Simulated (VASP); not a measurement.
Data:

```
CELL_PARAMETERS angstrom
      1.61500    -2.79726     0.00000
      1.61500     2.79726     0.00000
      0.00000     0.00000     5.15000
ATOMIC_POSITIONS crystal
  Zr 0.33333 0.66667 0.25000
  Zr 0.66667 0.33333 0.75000
```

These are optB88-vdW, VASP's PBE PAW potentials (set 64) (plane waves; VASP 6.6.1) values and carry that method's errors. Numerical set-up: 400 eV cut-off, 12×12×7 Γ-centred mesh, first-order Methfessel-Paxton smearing of 0.10 eV, potentials Zr_sv.

Problem. Give the stress tensor in GPa (positive for a compressed cell).

Solution. 
```
-1.04   0.00   0.00
 0.00  -1.04   0.00
 0.00   0.00  -0.34
```
The pressure is its mean diagonal, -0.81 GPa.

The compound is Zr in the hcp structure. The cell was not relaxed at this level. The run is one of a series of settings (AGGAC = 0.0, GGA = BO, LUSE_VDW = .TRUE., PARAM1 = 0.1833333333, PARAM2 = 0.22 against the base run), some of them coarse on purpose.
